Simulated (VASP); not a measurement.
Here is a VASP 6.6.1 calculation.

POSCAR

```
Mg3TiO4
1.0
    4.4424000000      0.0000000000      0.0000000000
    0.0000000000      4.4424000000      0.0000000000
    0.0000000000      0.0000000000      4.4424000000
Ti O Mg
1 4 3
Direct
    0.0000000000      0.0000000000      0.0000000000
    0.5000000000      0.0000000000      0.0000000000
    0.5000000000      0.5000000000      0.5000000000
    0.0000000000      0.0000000000      0.5000000000
    0.0000000000      0.5000000000      0.0000000000
    0.0000000000      0.5000000000      0.5000000000
    0.5000000000      0.0000000000      0.5000000000
    0.5000000000      0.5000000000      0.0000000000
```

Contents of INCAR.step1:

```
  PREC = Accurate
  ENCUT = 520
  ISMEAR = 0
  SIGMA = 0.02
  LREAL = F
  LASPH = T
  NELM = 150
  ISPIN = 2
  MAGMOM = 1 0 0 0 0 0 0 0
  LMAXMIX = 4
  NBANDS = 35
  GGA = PE
  ALGO = Normal
  EDIFF = 1E-4
  LWAVE = T
  LCHARG = F
```

The input INCAR.step2:

```
  PREC = Accurate
  ENCUT = 520
  EDIFF = 1E-7
  ISMEAR = 0
  SIGMA = 0.02
  LREAL = F
  LASPH = T
  NELM = 150
  ALGO = Normal
  ISIF = 2
  LWAVE = F
  LCHARG = F
  ISPIN = 2
  MAGMOM = 1 0 0 0 0 0 0 0
  LORBIT = 11
  LMAXMIX = 4
  METAGGA = R2SCAN
  LMIXTAU = T
  NBANDS = 35
  ISTART = 1
```

The input KPOINTS:

```
regular mesh
0
Gamma
  3 3 3
```

Potentials or basis: VASP PAW PBE potentials, release 64 (Ti_sv, O, Mg).

Command:

```console
$ cat potpaw_PBE.64/Ti_sv/POTCAR potpaw_PBE.64/O/POTCAR potpaw_PBE.64/Mg/POTCAR > POTCAR
$ cp INCAR.step1 INCAR
$ mpirun -np 1 vasp_std > vasp.out
$ cp INCAR.step2 INCAR
$ mpirun -np 1 vasp_std > vasp.out
```

Problem. Predict the pressure.

Solution. -15.9 GPa.

Problem. Estimate the band gap on the k mesh.

Solution. None (metal or under the smearing width).

Caveat: the k mesh is coarse (spacing up to 0.47 Å⁻¹), so the values aren't converged; so large a pressure means that the cell lies far from this level's equilibrium, or that cutoff or potentials fall short; the potentials were made for another functional, which shifts forces and pressure; semilocal functionals often make such compounds metallic where correlation or magnetic order opens a gap, which also shifts bond lengths.
